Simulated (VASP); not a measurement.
Here is the system:

```
CaO
1.0
    0.00000     2.40500     2.40500
    2.40500     0.00000     2.40500
    2.40500     2.40500     0.00000
Ca O
1 1
Direct
  0.00000   0.00000   0.00000
  0.50000   0.50000   0.50000
```

Calculation: G0W0 on PBE orbitals, VASP's PBE PAW potentials (set 64) (plane waves; VASP). Numerical set-up: PREC = Normal, 500 eV cut-off, 4×4×4 Γ-centred mesh, Gaussian smearing of 0.010 eV, potentials Ca_sv_GW O_GW_new.

The mesh is coarse and the basis finite, so the quasiparticle values are not converged.

NBANDS = 160, ENCUTGW = 200 eV, NOMEGA = 64. The PBE levels (eV) that the step starts from are:

```
state                            KS energy  filling
-------------------------------  ---------  -------
k1 (0.00, 0.00, 0.00), band 5       -10.48        2
k1 (0.00, 0.00, 0.00), band 6         5.03        2
k1 (0.00, 0.00, 0.00), band 7         5.03        2
k1 (0.00, 0.00, 0.00), band 8         5.03        2
k1 (0.00, 0.00, 0.00), band 9         9.74        0
k1 (0.00, 0.00, 0.00), band 10       11.25        0
k1 (0.00, 0.00, 0.00), band 11       11.25        0
k1 (0.00, 0.00, 0.00), band 12       11.25        0
k6 (-0.25, 0.25, 0.00), band 5       -9.59        2
k6 (-0.25, 0.25, 0.00), band 6        2.97        2
k6 (-0.25, 0.25, 0.00), band 7        3.94        2
k6 (-0.25, 0.25, 0.00), band 8        4.18        2
k6 (-0.25, 0.25, 0.00), band 9       11.51        0
k6 (-0.25, 0.25, 0.00), band 10      12.28        0
k6 (-0.25, 0.25, 0.00), band 11      12.86        0
k6 (-0.25, 0.25, 0.00), band 12      13.40        0
k8 (-0.25, 0.50, 0.25), band 5       -9.87        2
k8 (-0.25, 0.50, 0.25), band 6        3.75        2
k8 (-0.25, 0.50, 0.25), band 7        3.96        2
k8 (-0.25, 0.50, 0.25), band 8        3.96        2
k8 (-0.25, 0.50, 0.25), band 9       11.34        0
k8 (-0.25, 0.50, 0.25), band 10      11.34        0
k8 (-0.25, 0.50, 0.25), band 11      13.40        0
k8 (-0.25, 0.50, 0.25), band 12      14.55        0
```

### Question
Give the quasiparticle energies and renormalisation factors Z.

### Answer

```
state                            QP energy (eV)     Z
-------------------------------  --------------  ----
k1 (0.00, 0.00, 0.00), band 5            -12.25  0.65
k1 (0.00, 0.00, 0.00), band 6              3.94  0.74
k1 (0.00, 0.00, 0.00), band 7              3.94  0.74
k1 (0.00, 0.00, 0.00), band 8              3.94  0.74
k1 (0.00, 0.00, 0.00), band 9             10.34  0.82
k1 (0.00, 0.00, 0.00), band 10            13.13  0.80
k1 (0.00, 0.00, 0.00), band 11            13.13  0.80
k1 (0.00, 0.00, 0.00), band 12            13.13  0.80
k6 (-0.25, 0.25, 0.00), band 5           -11.46  0.67
k6 (-0.25, 0.25, 0.00), band 6             1.68  0.74
k6 (-0.25, 0.25, 0.00), band 7             2.82  0.73
k6 (-0.25, 0.25, 0.00), band 8             2.99  0.74
k6 (-0.25, 0.25, 0.00), band 9            13.13  0.79
k6 (-0.25, 0.25, 0.00), band 10           13.84  0.78
k6 (-0.25, 0.25, 0.00), band 11           15.07  0.78
k6 (-0.25, 0.25, 0.00), band 12           15.59  0.78
k8 (-0.25, 0.50, 0.25), band 5           -11.65  0.65
k8 (-0.25, 0.50, 0.25), band 6             2.57  0.73
k8 (-0.25, 0.50, 0.25), band 7             2.71  0.74
k8 (-0.25, 0.50, 0.25), band 8             2.71  0.74
k8 (-0.25, 0.50, 0.25), band 9            12.95  0.79
k8 (-0.25, 0.50, 0.25), band 10           12.95  0.79
k8 (-0.25, 0.50, 0.25), band 11           15.73  0.78
k8 (-0.25, 0.50, 0.25), band 12           17.20  0.76
```
On the mesh the gap opens from 3.65 to 5.98 eV.

The compound is CaO in the rock salt structure. The cell was not relaxed at this level. The k-mesh is coarse (spacing up to 0.57 per Å, 2π included), so the numbers may not be converged in it.
